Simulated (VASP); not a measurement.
Input of a VASP 6.6.1 run:

Contents of INCAR:

```
SYSTEM = GaN
PREC = Accurate
ENCUT = 600
EDIFF = 1E-8
ISMEAR = 0
SIGMA = 0.02
LREAL = .False.
LASPH = .True.
NELM = 100
ALGO = Normal
ISIF = 2
LWAVE = .False.
LCHARG = .False.
GGA = CA
LEPSILON = .True.
IBRION = 8
NSW = 1
```

Contents of KPOINTS:

```
Automatic mesh
0
Gamma
  12 12 6
  0 0 0
```

POSCAR

```
GaN
1.0
    3.1889304000      0.0000000000      0.0000000000
   -1.5944652000      2.7616947400      0.0000000000
    0.0000000000      0.0000000000      5.1923572500
Ga N
2 2
Direct
    0.6666666700      0.3333333300      0.4990837100
    0.3333333300      0.6666666700      0.9990837100
    0.6666666700      0.3333333300      0.8759162900
    0.3333333300      0.6666666700      0.3759162900
```

Potentials or basis: VASP PAW LDA potentials, release 64 (Ga_d, N).

Command:

```sh
$ cat potpaw_LDA.64/Ga_d/POTCAR potpaw_LDA.64/N/POTCAR > POTCAR
$ mpirun -np 1 vasp_std > vasp.out
```

Predict the electronic dielectric tensor (diagonal).

5.75, 5.75, 5.94.

Estimate the Born charges (mean of the diagonal).

Ga +2.64; N -2.64 e.

What does it give for the band gap on the k mesh?

1.92 eV, direct.

Estimate the highest phonon frequency at Γ, LO-TO splitting left out.

672 cm⁻¹.

Born effective charge tensors (e):
atom 1, Ga
```
2.59 0.00 0.00
0.00 2.59 0.00
0.00 0.00 2.73
```
atom 2, Ga
```
2.59 0.00 0.00
0.00 2.59 0.00
0.00 0.00 2.73
```
atom 3, N
```
-2.59  0.00  0.00
 0.00 -2.59  0.00
 0.00  0.00 -2.73
```
atom 4, N
```
-2.59  0.00  0.00
 0.00 -2.59  0.00
 0.00  0.00 -2.73
```

**The experiment to reproduce.**

“Studying electronic properties in GaN without electrical contacts using γ-γ vs e−-γ Perturbed Angular Correlations”, 2019, pmc:6823545 quotes, for a bulk crystal of GaN: band gap 3.503 ± 0.005 eV (direct).

A measured gap of GaN is 3.503 eV (direct; quoted in “Studying electronic properties in GaN without electrical contacts using γ-γ vs e−-γ Perturbed Angular Correlations”, 2019, pmc:6823545); the calculated 1.92 eV misses it by -1.58 eV. Spin-orbit coupling on Ga is left out. The value is that of LDA, without temperature or zero-point motion. Semilocal functionals fall short of measured gaps as a rule. The cell is a database's relaxed one, not the measured one, which moves gaps too.
